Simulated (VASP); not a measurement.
Crystal: MgO.

```
CELL_PARAMETERS angstrom
0.00000 2.11000 2.11000
2.11000 0.00000 2.11000
2.11000 2.11000 0.00000
ATOMIC_POSITIONS crystal
Mg 0.00000 0.00000 0.00000
O 0.50000 0.50000 0.50000
```

The cell was built by a generator and needn't be a form met in nature.

- Program: VASP 6.6.1
- Task: relaxation of cell and atoms
- Functional: r2SCAN
- Dispersion: rVV10
- Potentials or basis: VASP PAW PBE potentials, release 64 (Mg, O)
- Cutoff: 600 eV
- k mesh: 12 × 12 × 12
- Occupations: gaussian, width 0.02 eV
- Spin: no spin polarisation

At the start: pressure -4.1 GPa; volume 9.39 Å³/atom.

Q: Where does the relaxation end?

A: Over 3 steps the energy falls by 3.1 meV/atom and the volume is 9.16 Å³/atom (-2.5 %); space group Fm-3m (No. 225, to 0.05 Å).

Step by step:
| step | energy change (eV) | largest force (eV/Å) | pressure (GPa) | volume (Å³) |
| --- | --- | --- | --- | --- |
| 1 | 0.0000 | 0.0000 | -4.15 | 18.79 |
| 2 | -0.0052 | 0.0000 | 1.80 | 18.13 |
| 3 | -0.0062 | 0.0000 | 0.01 | 18.32 |

Final structure:
```
CELL_PARAMETERS angstrom
0.00000 2.09230 2.09230
2.09230 0.00000 2.09230
2.09230 2.09230 0.00000
ATOMIC_POSITIONS crystal
Mg 0.00000 0.00000 0.00000
O 0.50000 0.50000 0.50000
```

Caveat: the PAW data sets were made with another functional, which shifts forces and pressure a little.
